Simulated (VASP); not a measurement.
Consider the following.

```yaml
crystal:
  lattice:
    - [0.00000, 1.92834, 1.92834]
    - [1.92834, 0.00000, 1.92834]
    - [1.92834, 1.92834, 0.00000]
  atoms:
    - { symbol: Pt, position: [0.00000, 0.00000, 0.00000] }
```

Calculation: LDA (Ceperley-Alder, Perdew-Zunger), VASP's LDA PAW potentials (set 64) (plane waves; VASP). Settings: 520 eV cut-off, 16×16×16 Γ-centred mesh, first-order Methfessel-Paxton smearing of 0.10 eV, potentials Pt.

Problem. Give the stress tensor in GPa (positive for a compressed cell).

Solution. 
```
10.24   0.00   0.00
 0.00  10.24   0.00
 0.00   0.00  10.24
```
The pressure is its mean diagonal, 10.24 GPa.

The compound is Pt in the fcc structure. This cell is one point of a volume scan, at 0.97 of the reference volume.
